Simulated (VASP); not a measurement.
Method: TPSS meta-GGA, VASP's PBE PAW potentials (set 64) (plane waves; VASP).

A VASP calculation is set up with these files.

INCAR:
```
ALGO  =  Normal   ! blocked Davidson
LREAL  =  F   ! projection in real space or not
ISIF  =  2
LCHARG  =  F
LWAVE  =  F
LEFG  =  T
LMAXMIX  =  4   ! l cut-off of mixed one-centre charges
NELM  =  100   ! most electronic steps
PREC  =  Accurate
ENCUT  =  520   ! plane-wave cut-off (eV)
LORBIT  =  11   ! lm-projected
NEDOS  =  601
LMIXTAU  =  T
ISMEAR  =  -5   ! tetrahedra, Bloechl
EDIFF  =  1E-7
SYSTEM  =  SnO
METAGGA  =  TPSS
LASPH  =  T
```

**KPOINTS**
```
Automatic mesh
0
Gamma
7 7 5
0 0 0
```

File POSCAR:
```
SnO
1.0
  3.8371498406   0.0000000000   0.0000000000
  0.0000000000   3.8371498406   0.0000000000
  0.0000000000   0.0000000000   4.8313410223
Sn O
2 2
Cartesian
  1.9185749203   3.8371498406   3.6717990211
  0.0000000000   1.9185749203   1.1595420012
  1.9185749203   1.9185749203   4.8313410223
  0.0000000000   0.0000000000   0.0000000000
```

### KPOINTS_OPT
```
k-points along high-symmetry lines
6
Line-mode
Reciprocal
  0.000000   0.000000   0.000000 ! GAMMA
  0.000000   0.500000   0.000000 ! X

  0.000000   0.500000   0.000000 ! X
  0.500000   0.500000   0.000000 ! M

  0.500000   0.500000   0.000000 ! M
  0.000000   0.000000   0.000000 ! GAMMA

  0.000000   0.000000   0.000000 ! GAMMA
  0.000000   0.000000   0.500000 ! Z

  0.000000   0.000000   0.500000 ! Z
  0.000000   0.500000   0.500000 ! R

  0.000000   0.500000   0.500000 ! R
  0.500000   0.500000   0.500000 ! A

  0.500000   0.500000   0.500000 ! A
  0.000000   0.000000   0.500000 ! Z

  0.000000   0.500000   0.000000 ! X
  0.000000   0.500000   0.500000 ! R

  0.500000   0.500000   0.000000 ! M
  0.500000   0.500000   0.500000 ! A
```

POTCAR, in this order: Sn_d O (PBE.64 set). Program: vasp_std.

Output

**OUTCAR**
```
 ion  position               nearest neighbor table
   1  0.500  0.000  0.760-   3 2.24   4 2.24   3 2.24   4 2.24   2 3.57   2 3.57   2 3.57   2 3.57
                             2 3.70   2 3.70   2 3.70   2 3.70
   2  0.000  0.500  0.240-   3 2.24   4 2.24   4 2.24   3 2.24   1 3.57   1 3.57   1 3.57   1 3.57
                             1 3.70   1 3.70   1 3.70   1 3.70
   3  0.500  0.500  0.000-   1 2.24   2 2.24   1 2.24   2 2.24
   4  0.000  0.000  0.000-   1 2.24   2 2.24   2 2.24   1 2.24
  LATTYP: Found a simple tetragonal cell.
 ALAT       =     3.8371498406
 C/A-ratio  =     1.2590962623
 Subroutine PRICEL returns:
 Original cell was already a primitive cell.
 Subroutine GETGRP returns: Found 16 space group operations
The static configuration has the point symmetry D_2d.
 The point group associated with its full space group is D_4h.
The dynamic configuration has the point symmetry D_2d.
 Subroutine INISYM returns: Found 16 space group operations
 Subroutine IBZKPT returns following result:
 Found     30 irreducible k-points:

 Following reciprocal coordinates:
            Coordinates               Weight
  0.000000  0.000000  0.000000      1.000000
  0.142857  0.000000  0.000000      4.000000
  0.285714  0.000000  0.000000      4.000000
  0.428571  0.000000  0.000000      4.000000
  0.142857  0.142857  0.000000      4.000000
  0.285714  0.142857  0.000000      8.000000
  0.428571  0.142857  0.000000      8.000000
  0.285714  0.285714  0.000000      4.000000
  0.428571  0.285714  0.000000      8.000000
  0.428571  0.428571  0.000000      4.000000
  0.000000  0.000000  0.200000      2.000000
  0.142857  0.000000  0.200000      8.000000
  0.285714  0.000000  0.200000      8.000000
  0.428571  0.000000  0.200000      8.000000
  0.142857  0.142857  0.200000      8.000000
  0.285714  0.142857  0.200000     16.000000
  0.428571  0.142857  0.200000     16.000000
  0.285714  0.285714  0.200000      8.000000
...
```

**OSZICAR**
```
       N       E                     dE             d eps       ncg     rms          rms(c)
DAV:   1     0.384786031842E+03    0.38479E+03   -0.21149E+04  1472   0.259E+03
DAV:   2     0.347106112199E+02   -0.35008E+03   -0.34561E+03  1520   0.571E+02
DAV:   3    -0.135435755043E+02   -0.48254E+02   -0.48028E+02  1784   0.189E+02
DAV:   4    -0.152513734725E+02   -0.17078E+01   -0.17083E+01  1584   0.394E+01
DAV:   5    -0.152834825602E+02   -0.32109E-01   -0.32125E-01  1800   0.568E+00    0.131E+01
DAV:   6    -0.477364770972E+02   -0.32453E+02   -0.16407E+02  1440   0.115E+02    0.143E+01
DAV:   7    -0.451709311136E+02    0.25655E+01   -0.49285E+00  1816   0.269E+01    0.114E+01
DAV:   8    -0.486244605706E+02   -0.34535E+01   -0.87811E+01  2360   0.905E+01    0.164E+01
DAV:   9    -0.434325545781E+02    0.51919E+01   -0.50354E+01  2048   0.412E+01    0.166E+00
DAV:  10    -0.436220181738E+02   -0.18946E+00   -0.24141E+00  1704   0.122E+01    0.902E-01
DAV:  11    -0.437945403122E+02   -0.17252E+00   -0.94090E-01  2208   0.645E+00    0.276E+00
DAV:  12    -0.436362512099E+02    0.15829E+00   -0.11459E+00  2120   0.882E+00    0.490E-01
DAV:  13    -0.436573992821E+02   -0.21148E-01   -0.54763E-02  1496   0.181E+00    0.439E-01
DAV:  14    -0.436525790066E+02    0.48203E-02   -0.11240E-02  2024   0.130E+00    0.195E-01
DAV:  15    -0.436577234160E+02   -0.51444E-02   -0.86569E-03  1720   0.897E-01    0.911E-02
DAV:  16    -0.436594666184E+02   -0.17432E-02   -0.11278E-03  1784   0.332E-01    0.858E-02
DAV:  17    -0.436595227116E+02   -0.56093E-04   -0.16001E-04  1640   0.146E-01    0.803E-02
DAV:  18    -0.436594879724E+02    0.34739E-04   -0.12886E-03  1920   0.289E-01    0.236E-02
DAV:  19    -0.436595018900E+02   -0.13918E-04   -0.11376E-04  1528   0.733E-02    0.314E-02
DAV:  20    -0.436595046830E+02   -0.27930E-05   -0.14441E-05  1984   0.273E-02    0.297E-02
DAV:  21    -0.436594871447E+02    0.17538E-04   -0.57337E-05  1888   0.572E-02    0.526E-03
DAV:  22    -0.436594871010E+02    0.43719E-07   -0.53402E-06  1960   0.158E-02    0.142E-03
DAV:  23    -0.436594873503E+02   -0.24931E-06   -0.35980E-07  1696   0.507E-03    0.880E-04
DAV:  24    -0.436594876649E+02   -0.31468E-06   -0.55015E-08   944   0.220E-03    0.165E-04
DAV:  25    -0.436594876437E+02    0.21212E-07   -0.27355E-08   792   0.135E-03
   1 F= -.43659488E+02 E0= -.43659488E+02  d E =0.000000E+00
       N       E                     dE             ncg
       N       E                     dE             ncg
```

File OUTCAR:
```
------------------------ aborting loop because EDIFF is reached ----------------------------------------
  FORCE on cell =-STRESS in cart. coord.  units (eV):
  Direction    XX          YY          ZZ          XY          YZ          ZX
  --------------------------------------------------------------------------------------
  Total       -0.0129258     -0.0129258     -0.0148600      0.0000000      0.0000000      0.0000000
  in kB       -0.2911283     -0.2911283     -0.3346906      0.0000000      0.0000000      0.0000000
  external PRESSURE =      -0.3056491 kB  Pullay stress =       0.0000000 kB
  volume of cell :       71.14
      direct lattice vectors                 reciprocal lattice vectors
     3.837149841  0.000000000  0.000000000     0.260610099  0.000000000  0.000000000
     0.000000000  3.837149841  0.000000000     0.000000000  0.260610099  0.000000000
     0.000000000  0.000000000  4.831341022     0.000000000  0.000000000  0.206981870
 POSITION                                       TOTAL-FORCE (eV/Angst)
 -----------------------------------------------------------------------------------
      1.91857      0.00000      3.67180         0.000000      0.000000     -0.010646
      0.00000      1.91857      1.15954        -0.000000      0.000000      0.010646
      1.91857      1.91857      0.00000        -0.000000     -0.000000      0.000000
      0.00000      0.00000      0.00000        -0.000000      0.000000      0.000000
 -----------------------------------------------------------------------------------
    total drift:                                0.000000      0.000000     -0.000000
  FREE ENERGIE OF THE ION-ELECTRON SYSTEM (eV)
  ---------------------------------------------------
  free  energy   TOTEN  =       -43.6594876437 eV

  energy  without entropy=      -43.6594876437  energy(sigma->0) =      -43.65948764

 total charge

# of ion       s       p       d       tot
------------------------------------------
    1        1.169   0.773  10.077  12.020
    2        1.169   0.773  10.077  12.020
    3        1.559   3.421   0.000   4.980
    4        1.559   3.421   0.000   4.980
--------------------------------------------------
tot          5.456   8.389  20.155  34.000

 Electric field gradients after diagonalization (V/A^2)
 (convention: |V_zz| > |V_xx| > |V_yy|)
----------------------------------------------------------------------
 ion       V_xx      V_yy      V_zz     asymmetry (V_yy - V_xx)/ V_zz
----------------------------------------------------------------------
   1      85.063    85.063  -170.127       0.000
   2      85.063    85.063  -170.127       0.000
   3      -0.697    -0.697     1.395       0.000
   4      -0.697    -0.697     1.395       0.000
```
(Selected blocks of OUTCAR.)

Without a dispersion term in the relaxation, distances and binding between the weakly bound layers, chains or molecules are unreliable, and so is what depends on them.

The compound is SnO in the litharge structure. It was relaxed first.
